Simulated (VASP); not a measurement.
Here is the system:

```
Tl
1.0
    1.81397    -3.14189     0.00000
    1.81397     3.14189     0.00000
    0.00000     0.00000     5.76911
Tl
2
Direct
  0.33333   0.66667   0.25000
  0.66667   0.33333   0.75000
```

All values below come from revPBE GGA, VASP's PBE PAW potentials (set 64) (plane waves; VASP). Settings: 520 eV cut-off, Gaussian smearing of 0.050 eV, potentials Tl_d.

Problem. Give the energies of bands 11 to 16 at the high-symmetry points, in eV from the Fermi level.

Solution. 
```csv
band,Γ,M,K,A,L,H
11,-9.22,-5.75,-4.73,-7.98,-4.89,-4.38
12,-5.18,-4.64,-4.73,-7.98,-4.89,-4.38
13,-2.34,-0.84,-1.06,2.91,-1.89,-0.73
14,6.98,0.51,1.47,2.91,-1.89,-0.73
15,6.98,1.28,1.47,7.85,4.97,0.27
16,8.79,3.45,2.60,7.85,4.97,0.27
```

It has no gap at this level: it comes out as a metal or semimetal.

The compound is Tl in the hcp structure. It was relaxed first, which changed the volume by +15 %.
